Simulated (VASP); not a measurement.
Calculation: vdW-DF-cx, VASP's PBE PAW potentials (set 64) (plane waves; VASP).

VASP ran on this input.

### INCAR
```
SYSTEM = MgO
PREC = Accurate; ENCUT = 520; LREAL = F
LASPH = T
EDIFF = 1E-7; NELM = 100; ALGO = Normal
ISMEAR = 0; SIGMA = 0.05
GGA = CX; LUSE_VDW = T; AGGAC = 0.0
ISIF = 2
LWAVE = F; LCHARG = F
```

### POSCAR
```
MgO
1
    0.0000000000     2.1320254165     2.1320254165
    2.1320254165     0.0000000000     2.1320254165
    2.1320254165     2.1320254165     0.0000000000
Mg O
1 1
Direct
  0.0000000000   0.0000000000   0.0000000000
  0.5000000000   0.5000000000   0.5000000000
```

**KPOINTS**
```
Automatic mesh
0
Gamma
11 11 11
0 0 0
```

POTCAR, in this order: Mg O (PBE.64 set). Program: vasp_std.

The resulting files:

File OUTCAR:
```
 ion  position               nearest neighbor table
   1  0.000  0.000  0.000-   2 2.13   2 2.13   2 2.13   2 2.13   2 2.13   2 2.13
   2  0.500  0.500  0.500-   1 2.13   1 2.13   1 2.13   1 2.13   1 2.13   1 2.13
  LATTYP: Found a face centered cubic cell.
 ALAT       =     4.2640508330
 Subroutine PRICEL returns:
 Original cell was already a primitive cell.
 Subroutine GETGRP returns: Found 48 space group operations
The static configuration has the point symmetry O_h .
The dynamic configuration has the point symmetry O_h .
 Subroutine INISYM returns: Found 48 space group operations
 Subroutine IBZKPT returns following result:
 Found     56 irreducible k-points:

 Following reciprocal coordinates:
            Coordinates               Weight
  0.000000  0.000000  0.000000      1.000000
  0.090909  0.000000  0.000000      8.000000
  0.181818  0.000000  0.000000      8.000000
  0.272727  0.000000  0.000000      8.000000
  0.363636  0.000000  0.000000      8.000000
  0.454545  0.000000  0.000000      8.000000
  0.090909  0.090909  0.000000      6.000000
  0.181818  0.090909  0.000000     24.000000
  0.272727  0.090909  0.000000     24.000000
  0.363636  0.090909  0.000000     24.000000
  0.454545  0.090909  0.000000     24.000000
 -0.454545  0.090909  0.000000     24.000000
 -0.363636  0.090909  0.000000     24.000000
 -0.272727  0.090909  0.000000     24.000000
 -0.181818  0.090909  0.000000     24.000000
 -0.090909  0.090909  0.000000     12.000000
  0.181818  0.181818  0.000000      6.000000
  0.272727  0.181818  0.000000     24.000000
  0.363636  0.181818  0.000000     24.000000
  0.454545  0.181818  0.000000     24.000000
 -0.454545  0.181818  0.000000     24.000000
 -0.363636  0.181818  0.000000     24.000000
 -0.272727  0.181818  0.000000     24.000000
 -0.181818  0.181818  0.000000     12.000000
...
```

### OSZICAR
```
       N       E                     dE             d eps       ncg     rms          rms(c)
DAV:   1     0.157744674664E+02    0.15774E+02   -0.47637E+03  1056   0.888E+02
DAV:   2    -0.102279897526E+02   -0.26002E+02   -0.24477E+02  1120   0.139E+02
DAV:   3    -0.106368222317E+02   -0.40883E+00   -0.40883E+00  1136   0.193E+01
DAV:   4    -0.106374365872E+02   -0.61436E-03   -0.61436E-03  1288   0.696E-01
DAV:   5    -0.106374371743E+02   -0.58704E-06   -0.58704E-06  1096   0.147E-02    0.693E+00
DAV:   6    -0.920741596330E+01    0.14300E+01   -0.96452E+00   896   0.215E+01    0.232E+00
DAV:   7    -0.919142546443E+01    0.15990E-01   -0.51626E-02   928   0.272E+00    0.131E+00
DAV:   8    -0.918687689004E+01    0.45486E-02   -0.26218E-02   896   0.245E+00    0.169E-01
DAV:   9    -0.918672974149E+01    0.14715E-03   -0.64324E-04  1312   0.219E-01    0.750E-02
DAV:  10    -0.918682384508E+01   -0.94104E-04   -0.12135E-04   912   0.117E-01    0.409E-03
DAV:  11    -0.918682385078E+01   -0.56959E-08   -0.14384E-06  1328   0.958E-03    0.262E-03
DAV:  12    -0.918682375430E+01    0.96483E-07   -0.31512E-07   928   0.544E-03
   1 F= -.91868238E+01 E0= -.91868238E+01  d E =-.863307E-12
```

File OUTCAR:
```
------------------------ aborting loop because EDIFF is reached ----------------------------------------
  FORCE on cell =-STRESS in cart. coord.  units (eV):
  Direction    XX          YY          ZZ          XY          YZ          ZX
  --------------------------------------------------------------------------------------
  Total       -0.5304863     -0.5304863     -0.5304863      0.0000000      0.0000000      0.0000000
  in kB      -43.8508119    -43.8508119    -43.8508119      0.0000000      0.0000000      0.0000000
  external PRESSURE =     -43.8508119 kB  Pullay stress =       0.0000000 kB
  volume of cell :       19.38
      direct lattice vectors                 reciprocal lattice vectors
     0.000000000  2.132025416  2.132025416    -0.234518780  0.234518780  0.234518780
     2.132025416  0.000000000  2.132025416     0.234518780 -0.234518780  0.234518780
     2.132025416  2.132025416  0.000000000     0.234518780  0.234518780 -0.234518780
  FREE ENERGIE OF THE ION-ELECTRON SYSTEM (eV)
  ---------------------------------------------------
  free  energy   TOTEN  =        -9.1868237543 eV

  energy  without entropy=       -9.1868237543  energy(sigma->0) =       -9.18682375
```
(Selected blocks of OUTCAR.)

File OUTCAR:
```
 val. band max:        2.8440706327   @ k =   0.0000   0.0000   0.0000

 cond. band min:       7.3384655172   @ k =   0.0000   0.0000   0.0000


 Fermi energy:         3.0568790104

 k-point     1 :       0.0000    0.0000    0.0000
  band No.  band energies     occupation
      1     -14.1551      2.00000
      2       2.8441      2.00000
      3       2.8441      2.00000
      4       2.8441      2.00000
      5       7.3385      0.00000
      6      18.4360      0.00000
      7      18.4360      0.00000
      8      18.4360      0.00000

 k-point     2 :       0.0909    0.0000    0.0000
  band No.  band energies     occupation
      1     -14.0723      2.00000
      2       2.3057      2.00000
      3       2.7911      2.00000
      4       2.7911      2.00000
      5       7.8648      0.00000
      6      17.3539      0.00000
      7      18.6269      0.00000
      8      18.6269      0.00000

 k-point     3 :       0.1818    0.0000    0.0000
  band No.  band energies     occupation
      1     -13.8410      2.00000
      2       1.1726      2.00000
      3       2.6527      2.00000
      4       2.6527      2.00000
      5       8.9278      0.00000
      6      15.9093      0.00000
      7      19.0406      0.00000
      8      19.0406      0.00000

 k-point     4 :       0.2727    0.0000    0.0000
  band No.  band energies     occupation
      1     -13.5154      2.00000
      2      -0.0190      2.00000
      3       2.4792      2.00000
      4       2.4792      2.00000
      5       9.8847      0.00000
      6      15.0602      0.00000
      7      19.2140      0.00000
      8      19.2140      0.00000

 k-point     5 :       0.3636    0.0000    0.0000
  band No.  band energies     occupation
      1     -13.1881      2.00000
      2      -0.9881      2.00000
      3       2.3266      2.00000
      4       2.3266      2.00000
      5      10.3940      0.00000
      6      14.9119      0.00000
      7      19.0321      0.00000
...
```

The compound is MgO in the rock salt structure. This cell is one point of a volume scan, at 1.03 of the reference volume.
